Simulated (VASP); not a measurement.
Write the native input for VASP 6.6.1 that does the following.

```yaml
Task: relaxation of cell and atoms
Functional: PBE
Potentials_or_basis: VASP PAW PBE potentials, release 64 (Zn, Te, O)
Cutoff: 520 eV
k_mesh: 2 × 2 × 3
Occupations: gaussian, width 0.15 eV
Spin: no spin polarisation
Further_INCAR_settings: PREC = Normal; ALGO = Fast; EDIFF = 0.0001; IBRION = 2; EDIFFG = -0.08; NSW = 24; ISIF = 3
```

The structure of Zn4Te3O lies in POSCAR:

```
Zn4Te3O
1.0
    6.3953441200      0.0000000000      0.0000000000
    0.0000000000      6.3953441200      0.0000000000
    0.0000000000      0.0000000000      4.3676523600
Zn Te O
4 3 1
Direct
    0.1698571100      0.5000000000      0.5000000000
    0.8301428900      0.5000000000      0.5000000000
    0.5000000000      0.1698571100      0.5000000000
    0.5000000000      0.8301428900      0.5000000000
    0.5000000000      0.0000000000      0.0000000000
    0.0000000000      0.5000000000      0.0000000000
    0.5000000000      0.5000000000      0.5000000000
    0.5000000000      0.5000000000      0.0000000000
```

The cell was built by a generator and needn't be a form met in nature.

The input as run:

INCAR

```
PREC = Normal
ENCUT = 520
EDIFF = 1E-4
ISMEAR = 0
SIGMA = 0.15
LREAL = F
LASPH = T
NELM = 60
ALGO = Fast
ISIF = 3
LWAVE = F
LCHARG = F
GGA = PE
IBRION = 2
NSW = 24
EDIFFG = -0.08
```

KPOINTS

```
Automatic mesh
0
Gamma
  2 2 3
```

Potentials or basis: VASP PAW PBE potentials, release 64 (Zn, Te, O).

Command:

```bash
$ cat potpaw_PBE.64/Zn/POTCAR potpaw_PBE.64/Te/POTCAR potpaw_PBE.64/O/POTCAR > POTCAR
$ mpirun -np 1 vasp_std > vasp.out
```

It gave:

```yaml
Relaxed_volume: 37.11 Å³/atom
Relaxed_cell: a = 8.265 Å, b = 8.265 Å, c = 4.346 Å, α = 90.00°, β = 90.00°, γ = 90.00°
Space_group_after_relaxing_to_0.05_Å: P4/mmm (No. 123)
Energy_gained_by_relaxing: 1261.1 meV/atom
Ionic_steps: 21
Pressure_after_relaxing: -0.1 GPa
Largest_force_after_relaxing: 0.048 eV/Å
Band_gap_on_the_k_mesh: none (metal or under the smearing width)
```

Caveat: the k mesh is coarse (spacing up to 0.49 Å⁻¹), so the values aren't converged; the volume moved by over 15 % at a fixed basis, so the end points are rough; the relaxation stopped at a loose force limit of 0.08 eV/Å, so its end isn't a converged minimum.

Wall time 8.1 min on 1 thread of Intel(R) Xeon(R) Platinum 8259CL CPU @ 2.50GHz (Skylake/Cascade Lake), on a shared host, peak memory 0.21 GiB.
